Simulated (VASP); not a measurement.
VASP input:

POSCAR:
```
La
1.0
  1.8186571744  -3.1500068357   0.0000000000
  1.8186571744   3.1500068357   0.0000000000
  0.0000000000   0.0000000000  11.6244916204
La
4
Cart
  0.0000000000   0.0000000000   5.8122458102
  0.0000000000   0.0000000000   0.0000000000
  1.8186571744   1.0500043786   2.9061229051
  1.8186571744  -1.0500043786   8.7183687153
```

INCAR:
```
SYSTEM=La
PREC=Accurate; ENCUT=520; LREAL=F
LASPH=T
EDIFF=1E-7; NELM=100; ALGO=Normal
LMAXMIX=6
ISMEAR=1; SIGMA=0.1
GGA=PE; IVDW=12
IBRION=2; NSW=30; ISIF=4
EDIFFG=-0.01
LWAVE=F; LCHARG=F
```

KPOINTS:
```
Automatic mesh
0
Gamma
10 10 3
0 0 0
```

POTCAR, in this order: La (PBE.64 set). Program: vasp_std.

Problem. Write an equivalent input for Quantum ESPRESSO's pw.x.

Solution. One equivalent input (not run):
```
&CONTROL
  calculation = 'vc-relax'
  pseudo_dir = './pseudo'
  outdir = './out'
  tprnfor = .true.
  tstress = .true.
  nstep = 30
  forc_conv_thr = 0.00039
/
&SYSTEM
  ibrav = 0
  nat = 4
  ntyp = 1
  ecutwfc = 110
  occupations = 'smearing'
  smearing = 'methfessel-paxton'
  degauss = 0.00735
  input_dft = 'pbe'
  vdw_corr = 'grimme-d3'
  dftd3_version = 4
  dftd3_threebody = .false.
/
&ELECTRONS
  conv_thr = 7.3e-09
  electron_maxstep = 100
/
&IONS
/
&CELL
  cell_dofree = 'shape'
/
ATOMIC_SPECIES
  La 138.905 La.upf
CELL_PARAMETERS angstrom
     1.8186572   -3.1500068    0.0000000
     1.8186572    3.1500068    0.0000000
     0.0000000    0.0000000   11.6244916
ATOMIC_POSITIONS crystal
  La   0.0000000  0.0000000  0.5000000
  La   0.0000000  0.0000000  0.0000000
  La   0.3333330  0.6666670  0.2500000
  La   0.6666670  0.3333330  0.7500000
K_POINTS automatic
  10 10 3 0 0 0
```
The two are equivalent in intent, not identical: the potentials are each code's own (VASP's PAW set, PseudoDojo norm-conserving files in pw.x), so ENCUT and ecutwfc are chosen apart and not converted; conv_thr bounds pw.x's estimated SCF error, while EDIFF bounds the energy change between steps; forc_conv_thr acts on force components and is met together with etot_conv_thr.

The compound is La in the dhcp structure. This cell is one point of a volume scan, at 0.97 of the reference volume. Symmetry was kept, so distortions that lower it aren't found.
